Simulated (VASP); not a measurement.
**GaN: the band gap up a ladder of functionals**

How far up the ladder of functionals must one climb to get the gap of GaN right? The levels: LDA, PBE, r2SCAN, TB-mBJ, SCAN, LAK, HSE06, B3LYP, PBE-EpsX, r2SCANh, HSEsol and PBE + SOC. LASPH is on for some levels and off for others; the table marks which. The start is a cell from a database of measured crystal structures.

Method: LDA; plane waves and PAW (Ga_d, N), in the first sound run; inputs show where later runs differ, in VASP 6.6.1.

**What experiment says.**

For GaN, wurtzite (bulk crystal), “Studying electronic properties in GaN without electrical contacts using γ-γ vs e−-γ Perturbed Angular Correlations” (2019, pmc:6823545) quotes earlier work: band gap (direct gap at Gamma, earlier experiment) 3.503 ± 0.005 eV [Cited literature value; temperature and sample not stated].

The database entry behind the starting cell differs from later determinations by our own check (about 0.3 % short, ideal inner coordinate), so it need not match the best structure at ambient conditions.

## 1. The structure

The structure is hexagonal, space group P6_3mc (No. 186). Conventional cell: a = 3.180 Å, b = 3.180 Å, c = 5.166 Å, α = 90.00°, β = 90.00°, γ = 120.00°. Nearest to Ga lie 4 N at 1.94 to 1.95 Å. Nearest to N lie 4 Ga at 1.94 to 1.95 Å. Farther neighbours and most contacts between anions are not listed.

## 2. Bands with LDA, k 5×5×3

The mesh alone shows little of the dispersion and can miss band extrema, so KPOINTS_OPT adds a path through the symmetry points after the self-consistent cycle. LDA, the lowest rung, knows the local density alone.

Contents of INCAR:

```
SYSTEM = GaN
PREC = Accurate
ENCUT = 520
EDIFF = 1E-06
NELM = 100
ISMEAR = 0
SIGMA = 0.02
LREAL = .FALSE.
ALGO = Normal
GGA = CA
NBANDS = 32
LORBIT = 11
LWAVE = .FALSE.
LCHARG = .FALSE.
KPAR = 8
```

Contents of POSCAR:

```
GaN
1.0
    3.1800000000      0.0000000000      0.0000000000
   -1.5900000000      2.7539607840      0.0000000000
    0.0000000000      0.0000000000      5.1660000000
Ga N
2 2
Direct
    0.3333333333      0.6666666667      0.0000000000
    0.6666666667      0.3333333333      0.5000000000
    0.3333333333      0.6666666667      0.3750000000
    0.6666666667      0.3333333333      0.8750000000
```

Contents of KPOINTS:

```
Automatic mesh
0
Gamma
5 5 3
0 0 0
```

Contents of KPOINTS_OPT:

```
Line mode
16
Line-mode
Reciprocal
  0.00000000   0.00000000   0.00000000 GAMMA
  0.50000000   0.00000000   0.00000000 M

  0.50000000   0.00000000   0.00000000 M
  0.33333333   0.33333333   0.00000000 K

  0.33333333   0.33333333   0.00000000 K
  0.00000000   0.00000000   0.00000000 GAMMA

  0.00000000   0.00000000   0.00000000 GAMMA
  0.00000000   0.00000000   0.50000000 A

  0.00000000   0.00000000   0.50000000 A
  0.50000000   0.00000000   0.50000000 L

  0.50000000   0.00000000   0.50000000 L
  0.33333333   0.33333333   0.50000000 H

  0.33333333   0.33333333   0.50000000 H
  0.00000000   0.00000000   0.50000000 A

  0.50000000   0.00000000   0.50000000 L
  0.50000000   0.00000000   0.00000000 M

  0.33333333   0.33333333   0.00000000 K
  0.33333333   0.33333333   0.50000000 H
```

Potentials, in the order of the species: Ga_d and N (PBE family, release 64).

On the command line:

```
> mpirun -np 8 vasp_std
```

Numbers of over 12 decimals in the logs are rounded to 6 here.

The program printed:

```text
[banner, memory and clock lines left out]
running    8 mpi-ranks, on    1 nodes
 distrk:  each k-point on    1 cores,    8 groups
 distr:  one band on    1 cores,    1 groups

 POSCAR found type information on POSCAR GaN
 POSCAR found :  2 types and       4 ions
|                                                                             |
|           W    W    AA    RRRRR   N    N  II  N    N   GGGG   !!!           |
|           W    W   A  A   R    R  NN   N  II  NN   N  G    G  !!!           |
|           W    W  A    A  R    R  N N  N  II  N N  N  G       !!!           |
|           W WW W  AAAAAA  RRRRR   N  N N  II  N  N N  G  GGG   !            |
|           WW  WW  A    A  R   R   N   NN  II  N   NN  G    G                |
|           W    W  A    A  R    R  N    N  II  N    N   GGGG   !!!           |
|                                                                             |
|     For optimal performance we recommend to set                             |
|       NCORE = 2 up to number-of-cores-per-socket                            |
|     NCORE specifies how many cores store one orbital (NPAR=cpu/NCORE).      |
|     This setting can greatly improve the performance of VASP for DFT.       |
|     The default, NCORE=1 might be grossly inefficient on modern             |
|     multi-core architectures or massively parallel machines. Do your        |
|     Unfortunately you need to use the default for GW and RPA                |
|     calculations (for HF NCORE is supported but not extensively tested      |
|     yet).                                                                   |
|                                                                             |

|                                                                             |
|               ----> ADVICE to this user running VASP <----                  |
|                                                                             |
|     You enforced a specific xc type in the INCAR file but a different       |
|     [... a line on the potential file left out ...]
|     I HOPE YOU KNOW WHAT YOU ARE DOING!                                     |
|                                                                             |

 LDA part: xc-table for (Slater(with rela. corr.)+CA(PZ))
 , standard interpolation
 POSCAR, INCAR and KPOINTS ok, starting setup
 FFT: planning ... GRIDC
 FFT: planning ... GRID_SOFT
 FFT: planning ... GRID
 WAVECAR not read
 entering main loop
       N       E                     dE             d eps       ncg     rms          rms(c)
DAV:   1     0.293517012655E+03    0.29352E+03   -0.16292E+04   808   0.212E+03
DAV:   2     0.103898539632E+02   -0.28313E+03   -0.25850E+03   648   0.499E+02
DAV:   3    -0.305438410174E+02   -0.40934E+02   -0.40326E+02   752   0.129E+02
DAV:   4    -0.317919623007E+02   -0.12481E+01   -0.12469E+01   752   0.255E+01
DAV:   5    -0.318134707313E+02   -0.21508E-01   -0.21507E-01   752   0.334E+00    0.104E+01
DAV:   6    -0.280350233321E+02    0.37784E+01   -0.62496E+00  1080   0.416E+01    0.321E+00
DAV:   7    -0.280467526027E+02   -0.11729E-01   -0.10112E+00   672   0.666E+00    0.258E+00
DAV:   8    -0.280096717169E+02    0.37081E-01   -0.19502E-01   968   0.328E+00    0.147E+00
DAV:   9    -0.279876289416E+02    0.22043E-01   -0.39087E-02  1000   0.267E+00    0.453E-01
DAV:  10    -0.279880939511E+02   -0.46501E-03   -0.69772E-03   728   0.479E-01    0.159E-01
DAV:  11    -0.279880086591E+02    0.85292E-04   -0.54727E-04  1008   0.433E-01    0.977E-02
DAV:  12    -0.279879986295E+02    0.10030E-04   -0.71568E-05   720   0.547E-02    0.779E-02
DAV:  13    -0.279879989252E+02   -0.29568E-06   -0.80893E-05   784   0.499E-02    0.717E-02
DAV:  14    -0.279879902119E+02    0.87132E-05   -0.14965E-05   832   0.291E-02    0.110E-02
DAV:  15    -0.279879901658E+02    0.46102E-07   -0.17327E-06   640   0.672E-03
   1 F= -.27987990E+02 E0= -.27987990E+02  d E =-.526683E-11
 Start KPOINTS_OPT (optional k-point list driver)
k-point batch [1-10\144]
       N       E                     dE             ncg
DAV:   1     0.144490216936E+04   -0.21717E+04      824
DAV:   2    -0.127732914700E+04   -0.27222E+04      664
DAV:   3    -0.165214915097E+04   -0.37482E+03      744
DAV:   4    -0.166391979031E+04   -0.11771E+02      712
DAV:   5    -0.166411722753E+04   -0.19744E+00      800
DAV:   6    -0.166412444323E+04   -0.72157E-02      832
DAV:   7    -0.166412468378E+04   -0.24056E-03      864
DAV:   8    -0.166412468593E+04   -0.21456E-05      640
DAV:   9    -0.166412468599E+04   -0.59281E-07      496
[...]
k-point batch [141-144\144]
       N       E                     dE             ncg
DAV:   1     0.988757236967E+04   -0.55280E+04      288
DAV:   2     0.871343498602E+04   -0.11741E+04      264
DAV:   3     0.854589130952E+04   -0.16754E+03      304
DAV:   4     0.854009005853E+04   -0.58013E+01      288
DAV:   5     0.854000692804E+04   -0.83130E-01      312
DAV:   6     0.854000358530E+04   -0.33427E-02      360
DAV:   7     0.854000354477E+04   -0.40528E-04      320
DAV:   8     0.854000354452E+04   -0.24868E-06      264
```

It took 8.8 s on 8 MPI ranks of Intel Xeon 6975P-C (Granite Rapids), shared host; peak memory 1.4 GiB.

The logs omit lines about the potential files and the build; timing stands in the text.

Parts of OUTCAR (step 2):

```text
ion  position               nearest neighbor table
   1  0.333  0.667  0.000-   3 1.94   4 1.95   4 1.95   4 1.95
   2  0.667  0.333  0.500-   4 1.94   3 1.95   3 1.95   3 1.95
   3  0.333  0.667  0.375-   1 1.94   2 1.95   2 1.95   2 1.95
   4  0.667  0.333  0.875-   2 1.94   1 1.95   1 1.95   1 1.95

  LATTYP: Found a hexagonal cell.
 ALAT       =     3.1800000000
 C/A-ratio  =     1.6245283019

 Subroutine GETGRP returns: Found 12 space group operations
 (whereof  6 operations were pure point group operations)

The static configuration has the point symmetry C_3v.
 The point group associated with its full space group is C_6v.

 Found     10 irreducible k-points:

   k-points           NKPTS =     10   k-points in BZ     NKDIM =     10   number of bands    NBANDS=     32

   dimension x,y,z NGX =    24 NGY =   24 NGZ =   40
   dimension x,y,z NGXF=    48 NGYF=   48 NGZF=   80

   ENCUT  =  520.0 eV  38.22 Ry    6.18 a.u.   5.91  5.91  9.61*2*pi/ulx,y,z

   NELECT =      36.0000    total number of electrons

 k-points in reciprocal lattice and weights: Automatic mesh
   0.00000000  0.00000000  0.00000000       0.013
   0.20000000  0.00000000  0.00000000       0.080
   0.40000000  0.00000000  0.00000000       0.080
   0.20000000  0.20000000  0.00000000       0.080
   0.40000000  0.20000000  0.00000000       0.080
   0.00000000  0.00000000  0.33333333       0.027
   0.20000000  0.00000000  0.33333333       0.160
   0.40000000  0.00000000  0.33333333       0.160
   0.20000000  0.20000000  0.33333333       0.160
   0.40000000  0.20000000  0.33333333       0.160

 average (electrostatic) potential at core
       1 -63.0847       2 -63.0847       3 -61.9878       4 -61.9878

 E-fermi :   5.1863

 k-point     1 :       0.0000    0.0000    0.0000
  band No.  band energies     occupation
    ...
     14       4.0228      2.00000
     15       4.0228      2.00000
     16       5.0369      2.00000
     17       5.1018      2.00000
     18       5.1018      2.00000
     19       7.0776      0.00000
     20       9.2984      0.00000
     21      14.1879      0.00000
     22      14.8357      0.00000
     23      14.8357      0.00000
    ...

 k-point     2 :       0.2000    0.0000    0.0000
  band No.  band energies     occupation
    ...
     14       1.7866      2.00000
     15       2.9267      2.00000
     16       3.3236      2.00000
     17       4.6008      2.00000
     18       4.7610      2.00000
     19       8.9138      0.00000
     20      10.8099      0.00000
     21      12.7641      0.00000
     22      13.7209      0.00000
     23      15.2610      0.00000
    ...

 k-point     3 :       0.4000    0.0000    0.0000
  band No.  band energies     occupation
    ...
     14       0.0104      2.00000
     15       0.6349      2.00000
     16       2.4168      2.00000
     17       3.2505      2.00000
     18       4.1916      2.00000
     19      10.0314      0.00000
     20      10.6546      0.00000
     21      11.2640      0.00000
     22      13.5141      0.00000
     23      15.3789      0.00000
    ...

  Total       -1.2728781     -1.2728781     -0.7007890      0.0000000     -0.0000000      0.0000000
  in kB      -45.0773236    -45.0773236    -24.8175318      0.0000000     -0.0000000      0.0000000
  external PRESSURE =     -38.3240597 kB  Pullay stress =       0.0000000 kB

  energy-cutoff  :      520.00
  volume of cell :       45.24
      direct lattice vectors                 reciprocal lattice vectors
     3.180000000  0.000000000  0.000000000     0.314465409  0.181556688  0.000000000
    -1.590000000  2.753960784  0.000000000     0.000000000  0.363113377  0.000000000
     0.000000000  0.000000000  5.166000000     0.000000000  0.000000000  0.193573364

 POSITION                                       TOTAL-FORCE (eV/Angst)
 -----------------------------------------------------------------------------------
     -0.00000      1.83597      0.00000        -0.000000      0.000000     -0.125718
      1.59000      0.91799      2.58300         0.000000      0.000000     -0.125718
     -0.00000      1.83597      1.93725         0.000000     -0.000000      0.125718
      1.59000      0.91799      4.52025        -0.000000      0.000000      0.125718
 -----------------------------------------------------------------------------------
    total drift:                               -0.000001     -0.000001      0.000381

  FREE ENERGIE OF THE ION-ELECTRON SYSTEM (eV)
  ---------------------------------------------------
  free  energy   TOTEN  =       -27.9879901658 eV

  energy  without entropy=      -27.9879901658  energy(sigma->0) =      -27.98799017

 total charge
# of ion       s       p       d       tot
------------------------------------------
    1        0.792   0.909  10.186  11.888
    2        0.792   0.909  10.186  11.888
    3        1.204   2.520   0.000   3.725
    4        1.204   2.520   0.000   3.725
--------------------------------------------------
tot          3.993   6.859  20.373  31.225

[... 3 further parts left out ...]
```

Spin-orbit coupling is off here; it would split degenerate levels. The PAW data sets were made with PBE, though LDA sets exist; this is a small mismatch. At this level the cell is under a tension of 3.8 GPa, so at these settings it is away from equilibrium.

This step gave:

```yaml
scf_cycles: 15
electrons: 36
bands: 32
irreducible_k_points: 10
symmetry_operations: 12
free_energy_toten: -27.99 eV
fermi_energy: 5.186 eV
pressure: -3.832 GPa
metallic: no
least_gap_on_mesh_and_path: 1.976 eV
least_direct_gap_on_mesh_and_path: 1.976 eV
valence_top_at_k: 0, 0, 0
conduction_bottom_at_k: 0, 0, 0
least_direct_gap_at_k: 0, 0, 0
```

Electronic bands along the path, in eV, zero at the valence-band top; v1 is the highest filled band, c1 the lowest empty one:

```tsv
point	v4	v3	v2	v1	c1	c2	c3	c4
Γ	-1.08	-0.07	0.00	0.00	1.98	4.20	9.09	9.73
0.47 of the way	-2.64	-1.96	-0.67	-0.45	4.14	5.82	7.37	8.46
M	-4.34	-2.82	-2.31	-1.01	4.91	5.52	5.93	8.52
0.47 of the way	-4.32	-3.60	-2.44	-1.82	5.49	6.33	6.47	8.39
K	-5.42	-3.09	-3.09	-2.76	4.95	7.74	7.74	8.28
0.47 of the way	-3.94	-2.66	-1.17	-1.08	5.16	6.76	7.11	7.46
Γ	-1.08	-0.07	0.00	0.00	1.98	4.20	9.09	9.73
0.53 of the way	-0.91	-0.91	-0.19	-0.19	3.23	4.32	8.66	9.33
A	-0.55	-0.55	-0.55	-0.55	4.23	4.23	8.36	8.36
0.47 of the way	-2.09	-2.09	-1.25	-1.25	5.21	5.21	7.51	7.51
L	-1.99	-1.99	-1.95	-1.95	4.30	4.30	7.68	7.68
0.47 of the way	-3.17	-3.17	-1.66	-1.66	5.18	5.18	8.00	8.00
H	-4.30	-4.30	-1.53	-1.53	6.38	6.38	7.17	7.17
0.53 of the way	-2.10	-2.10	-1.76	-1.76	5.58	5.58	7.49	7.49
A	-0.55	-0.55	-0.55	-0.55	4.23	4.23	8.36	8.36
jump to L	-1.99	-1.99	-1.95	-1.95	4.30	4.30	7.68	7.68
0.47 of the way	-3.28	-2.56	-1.72	-1.35	4.17	4.95	7.56	7.70
M	-4.34	-2.82	-2.31	-1.01	4.91	5.52	5.93	8.52
jump to K	-5.42	-3.09	-3.09	-2.76	4.95	7.74	7.74	8.28
0.47 of the way	-5.16	-3.22	-2.34	-2.34	5.64	7.22	7.22	8.09
H	-4.30	-4.30	-1.53	-1.53	6.38	6.38	7.17	7.17
```

Of the projections kept (Ga, N), the largest for each band there; the rest of the weight can lie on other orbitals:

```tsv
point	v4	v3	v2	v1	c1	c2	c3	c4
Γ	N 0.72	N 0.77	N 0.78	N 0.78	N 0.60	Ga 0.71	N 0.81	Ga 1.00
M	N 0.54	N 0.66	N 0.63	N 0.73	Ga 0.88	Ga 0.59	Ga 0.52	N 0.65
K	N 0.55	N 0.61	N 0.61	N 0.63	Ga 0.89	N 0.57	N 0.57	N 0.70
Γ	N 0.72	N 0.77	N 0.78	N 0.78	N 0.60	Ga 0.71	N 0.81	Ga 1.00
A	N 0.74	N 0.74	N 0.74	N 0.74	N 0.54	N 0.54	Ga 0.62	Ga 0.62
L	N 0.68	N 0.68	N 0.68	N 0.68	Ga 0.73	Ga 0.73	Ga 0.76	Ga 0.76
```

Force by atom:

```tsv
atom	x (eV/Å)	y (eV/Å)	z (eV/Å)	size
Ga1	0.000	0.000	-0.126	0.126
Ga2	0.000	0.000	-0.126	0.126
N3	0.000	0.000	0.126	0.126
N4	0.000	0.000	0.126	0.126
```

The gap is 1.98 eV, direct at Γ. The direct gap lies -1.53 eV from the measured 3.50 eV.

(Continued in part 2 of 8.)

[Lines on the potential files, build, host, timing and source positions are cut from VASP's logs without a mark.]

[Logs are printed without paths, hosts, clocks, repeated set-up lines and the standing remarks that a program may print on its own settings, such as how far it seeks lower states.]

[Hosts, paths, dates, database ids (printed as entryN), source tags and the programs' standing remarks are cut or masked in the printed files.]

[A measured line is paired with the nearest computed mode of its activity, which favours agreement.]
